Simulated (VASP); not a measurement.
Given:

```
CELL_PARAMETERS angstrom
      0.00000     2.69966     2.69966
      2.69966     0.00000     2.69966
      2.69966     2.69966     0.00000
ATOMIC_POSITIONS crystal
  K  0.00000 0.00000 0.00000
  F  0.50000 0.50000 0.50000
```

All values below come from vdW-DF2, VASP's PBE PAW potentials (set 64) (plane waves; VASP). Numerical set-up: 520 eV cut-off, 8×8×8 Γ-centred mesh, Gaussian smearing of 0.050 eV, potentials K_sv F.

Q: Estimate the energy per atom (σ→0), band gap (on the k-mesh) with the smallest direct gap where there is one.

A: 
```yaml
band gap (on the k-mesh): 5.76 eV
smallest direct gap (on the k-mesh): 5.76 eV
energy per atom (σ→0): -2.478 eV/atom
```

The compound is KF in the rock salt structure. It was relaxed first. The start is the result of an earlier pass.
